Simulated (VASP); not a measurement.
An input for Quantum ESPRESSO's pw.x (written as the equivalent of a VASP run, and not itself run):

```
&CONTROL
  calculation = 'vc-relax'
  pseudo_dir = './pseudo'
  outdir = './out'
  tprnfor = .true.
  tstress = .true.
  nstep = 40
  forc_conv_thr = 0.00078
/
&SYSTEM
  ibrav = 0
  nat = 2
  ntyp = 2
  ecutwfc = 84
  occupations = 'smearing'
  smearing = 'gaussian'
  degauss = 0.003675
  input_dft = 'pbe'
/
&ELECTRONS
  conv_thr = 7.3e-08
  electron_maxstep = 100
/
&IONS
/
&CELL
  press = 300
/
ATOMIC_SPECIES
  B 10.810 B.upf
  N 14.007 N.upf
CELL_PARAMETERS angstrom
     0.0000000    1.7830166    1.7830166
     1.7830166    0.0000000    1.7830166
     1.7830166    1.7830166    0.0000000
ATOMIC_POSITIONS crystal
  B    0.0000000  0.0000000  0.0000000
  N    0.2500000  0.2500000  0.2500000
K_POINTS automatic
  13 13 13 0 0 0
```

Write the VASP files for the same calculation (PBE).

One answer among several that fit: 
### KPOINTS
```
Automatic mesh
0
Gamma
13 13 13
0 0 0
```

File POSCAR:
```
BN
1
    0.0000000000     1.7830165626     1.7830165626
    1.7830165626     0.0000000000     1.7830165626
    1.7830165626     1.7830165626     0.0000000000
B N
1 1
Direct
  0.0000000000   0.0000000000   0.0000000000
  0.2500000000   0.2500000000   0.2500000000
```

**INCAR**
```
! general
SYSTEM  = BN
PREC    = Accurate
ENCUT   = 620
LREAL   = .FALSE.   ! projection in real space or not
LASPH   = .TRUE.   ! aspherical one-centre terms

! electronic loop
EDIFF   = 1E-6   ! SCF stop (eV)
NELM    = 100   ! most electronic steps
ALGO    = Normal

! smearing
ISMEAR  = 0
SIGMA   = 0.05   ! width (eV)

! functional
GGA     = PE

! ions
IBRION  = 2   ! conjugate gradients
NSW     = 40
ISIF    = 3   ! ions, shape and volume
EDIFFG  = -0.02   ! ionic stop
PSTRESS = 300   ! kbar

! output
LWAVE   = .FALSE.
LCHARG  = .FALSE.
```

POTCAR, in this order: B N (PBE.64 set). Program: vasp_std.

Limits of the translation: the potentials are each code's own (VASP's PAW set, PseudoDojo norm-conserving files in pw.x), so ENCUT and ecutwfc are chosen apart and not converted; conv_thr bounds pw.x's estimated SCF error, while EDIFF bounds the energy change between steps; forc_conv_thr acts on force components and is met together with etot_conv_thr.

The compound is BN in the zinc blende structure. This run relaxes it under an external pressure of 30 GPa. Symmetry was kept, so distortions that lower it aren't found.
